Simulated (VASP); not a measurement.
OSZICAR of a VASP run on BaZrO3 (cubic perovskite):

**OSZICAR**
```
       N       E                     dE             d eps       ncg     rms          rms(c)
DAV:   1     0.346402460475E+03    0.34640E+03   -0.22345E+04   480   0.164E+03
DAV:   2    -0.253099166037E+02   -0.37171E+03   -0.36510E+03   640   0.392E+02
DAV:   3    -0.468403890043E+02   -0.21530E+02   -0.21509E+02   776   0.958E+01
DAV:   4    -0.474062930589E+02   -0.56590E+00   -0.56576E+00   672   0.123E+01
DAV:   5    -0.474210126266E+02   -0.14720E-01   -0.14719E-01   680   0.134E+00    0.270E+01
DAV:   6    -0.396875969419E+02    0.77334E+01   -0.49520E+01   616   0.438E+01    0.117E+01
DAV:   7    -0.397120315967E+02   -0.24435E-01   -0.38308E+00   712   0.108E+01    0.674E+00
DAV:   8    -0.397252064077E+02   -0.13175E-01   -0.40157E-01   608   0.498E+00    0.727E-01
DAV:   9    -0.397277989367E+02   -0.25925E-02   -0.62750E-02   688   0.152E+00    0.487E-01
DAV:  10    -0.397323437664E+02   -0.45448E-02   -0.22747E-02   640   0.132E+00    0.290E-01
DAV:  11    -0.397317844155E+02    0.55935E-03   -0.30162E-03   640   0.466E-01    0.536E-02
DAV:  12    -0.397319721418E+02   -0.18773E-03   -0.46841E-04   560   0.166E-01    0.471E-02
DAV:  13    -0.397319815337E+02   -0.93919E-05   -0.92416E-05   760   0.681E-02    0.129E-02
DAV:  14    -0.397319842984E+02   -0.27648E-05   -0.13396E-05   616   0.287E-02    0.990E-03
DAV:  15    -0.397319841786E+02    0.11980E-06   -0.24111E-06   624   0.111E-02
   1 F= -.39731984E+02 E0= -.39731984E+02  d E =-.397320E+02
```

Task: Which electronic solver shows in the log?

Result: It is blocked Davidson (ALGO = Normal, or the opening steps of other solvers). The INCAR had ALGO = Normal.

Task: Can the final energy be trusted as converged?

Result: The run converged. It stopped with EDIFF = 1E-6, NELM = 100, NSW = 60 and EDIFFG = -0.02 after 1 ionic step (RPBE GGA, plane waves, VASP's PBE PAW potentials (set 64)).

The compound is BaZrO3 in the cubic perovskite structure. It was relaxed first, which changed the volume by +6 %. The start is the result of an earlier pass.
